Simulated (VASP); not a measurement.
The system is TaAs.

```
CELL_PARAMETERS angstrom
-1.72181 1.72181 5.86794
1.72181 -1.72181 5.86794
1.72181 1.72181 -5.86794
ATOMIC_POSITIONS crystal
Ta 0.49997 0.49997 0.00000
Ta 0.24997 0.74997 0.50000
As 0.08263 0.08263 0.00000
As 0.83263 0.33263 0.50000
```

The cell is a database's computed one.

| Quantity | Value |
| --- | --- |
| Program | VASP 6.6.1 |
| Task | relaxation of cell and atoms |
| Functional | LDA |
| Potentials or basis | VASP PAW LDA potentials, release 64 (Ta_pv, As) |
| Cutoff | 600 eV |
| k mesh | 10 × 10 × 10 |
| Occupations | fermi-dirac, width 0.05 eV |
| Spin | no spin polarisation |

At the start: pressure -6.6 GPa; volume 17.40 Å³/atom.

Problem. Where does the relaxation end?

Solution. Over 9 steps the energy falls by 13.0 meV/atom and the volume is 16.79 Å³/atom (-3.5 %); space group I4_1md (No. 109, to 0.05 Å).

Step by step:
| step | energy change (eV) | largest force (eV/Å) | pressure (GPa) | volume (Å³) |
| --- | --- | --- | --- | --- |
| 1 | 0.0000 | 0.0221 | -6.55 | 69.59 |
| 2 | 0.1657 | 0.0548 | 16.34 | 62.66 |
| 3 | -0.0507 | 0.0323 | -0.16 | 67.24 |
| 4 | -0.0507 | 0.0325 | -0.01 | 67.19 |
| 5 | -0.0507 | 0.0327 | 0.13 | 67.14 |
| 6 | -0.0518 | 0.0336 | 0.14 | 67.10 |
| 7 | -0.0520 | 0.0341 | 0.15 | 67.08 |
| 8 | -0.0520 | 0.0109 | -0.29 | 67.22 |
| 9 | -0.0521 | 0.0103 | -0.08 | 67.16 |

Final structure:
```yaml
crystal:
  lattice:
    - [-1.70583, 1.70583, 5.76987]
    - [1.70583, -1.70583, 5.76987]
    - [1.70583, 1.70583, -5.76987]
  atoms:
    - { symbol: Ta, position: [0.50027, 0.50027, 0.00000] }
    - { symbol: Ta, position: [0.25027, 0.75027, 0.50000] }
    - { symbol: As, position: [0.08233, 0.08233, 0.00000] }
    - { symbol: As, position: [0.83233, 0.33233, 0.50000] }
```
